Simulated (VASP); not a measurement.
Energy against volume of GaSb (zinc blende). Calculation: optB88-vdW, VASP's PBE PAW potentials (set 64) (plane waves; VASP).

```csv
V (Å³/atom),E (eV/atom)
28.069,-0.92389
28.965,-0.93692
29.860,-0.94082
30.756,-0.93709
31.652,-0.92696
```

### Question
Fit a third-order Birch-Murnaghan equation of state.

### Answer

* **volume per atom**: 29.84 Å³/atom
* **bulk modulus**: 456 kbar
* **pressure derivative of the bulk modulus**: 4.89
* **lattice constant a**: 6.204 Å

Measured: bulk modulus 57.0 GPa (computed value off by -20.1 %), as given by Cormac Toher et al., Physical Review Materials (2017), arXiv:1611.05714; a 6.096 Å at 300 K (computed value off by +1.8 %), as given by I. Vurgaftman et al., Journal of Applied Physics (2001), doi:10.1063/1.1368156. The calculation is for a static lattice, while the measured bulk modulus, a hold thermal and zero-point effects, which are part of the difference.

The compound is GaSb in the zinc blende structure. It was relaxed first, which changed the volume by +5 %.
